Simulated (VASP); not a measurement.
```yaml
crystal:
  lattice:
    - [4.89275, 0.00000, 0.00000]
    - [0.00000, 4.89275, 0.00000]
    - [0.00000, 0.00000, 4.89275]
  atoms:
    - { symbol: Tl, position: [0.00000, 0.50000, 0.50000] }
    - { symbol: Tl, position: [0.50000, 0.00000, 0.50000] }
    - { symbol: Tl, position: [0.50000, 0.50000, 0.00000] }
    - { symbol: Bi, position: [0.00000, 0.00000, 0.00000] }
```

These are PBEsol GGA with spin-orbit coupling, VASP's PBE PAW potentials (set 64) (plane waves; VASP) values and carry that method's errors. Numerical set-up: 400 eV cut-off, 6×6×6 Γ-centred mesh, Gaussian smearing of 0.050 eV, potentials Tl_d Bi_d.

Give the energies of bands 49 to 62 at the high-symmetry points, in eV from the Fermi level.

```
band      Γ      X      M      R
----  -----  -----  -----  -----
49    -3.15  -1.87  -0.97  -4.11
50    -3.15  -1.87  -0.97  -4.11
51    -2.48  -0.57  -0.29  -3.62
52    -2.48  -0.57  -0.29  -3.62
53    -2.48  -0.33   0.07  -3.62
54    -2.48  -0.33   0.07  -3.62
55     2.14   0.60   0.47  -2.86
56     2.14   0.60   0.47  -2.86
57     2.54   0.90   0.90   4.68
58     2.54   0.90   0.90   4.68
59     2.54   1.75   2.07   5.86
60     2.54   1.75   2.07   5.86
61     3.94   3.29   2.13   5.86
62     3.94   3.29   2.13   5.86
```

It has no gap at this level: it comes out as a metal or semimetal.

The structure comes from a computed database's Tl3Bi entry (Pm-3m); how it stands against other phases isn't given here. It was relaxed first, which changed the volume by -5 %.
